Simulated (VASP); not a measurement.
A convergence study with VASP on CdO (rock salt): one setting is varied, all else stays as given below, so the limit is that of these other settings.

```xyz
2
Lattice="0.0000 2.3500 2.3500 2.3500 0.0000 2.3500 2.3500 2.3500 0.0000" Properties=species:S:1:pos:R:3 pbc="T T T"
Cd     0.0000     0.0000     0.0000
O      2.3500     2.3500     2.3500
```

These are PBE GGA, VASP's PBE PAW potentials (set 64) (plane waves; VASP) values and carry that method's errors. The tightest run used: 700 eV cut-off, 8×8×8 Γ-centred mesh, Gaussian smearing of 0.010 eV, potentials Cd O.

### Question
The settings run are ENCUT = 300; ENCUT = 400; ENCUT = 500; ENCUT = 600; ENCUT = 700. From which on does the highest Γ mode stay within 5 cm⁻¹ of the tightest run?

### Answer
From ENCUT = 400 on: it is off by 2.0 there and by no more than 5 in any finer run, while ENCUT = 300 is off by 12.9.
| setting | highest Γ mode (cm⁻¹) | plane waves | difference judged (cm⁻¹) |
|---|---|---|---|
| ENCUT = 300 | 263.9 | 331 | 12.9 |
| ENCUT = 400 | 274.8 | 489 | 2.0 |
| ENCUT = 500 | 276.7 | 684 | 0.1 |
| ENCUT = 600 | 277.6 | 893 | 0.8 |
| ENCUT = 700 | 276.8 | 1106 | 0.0 |

Left out are rungs that failed or repeat a setting and relaxations that didn't move; long series are thinned to 24 rows.

The compound is CdO in the rock salt structure. The cell was not relaxed at this level.
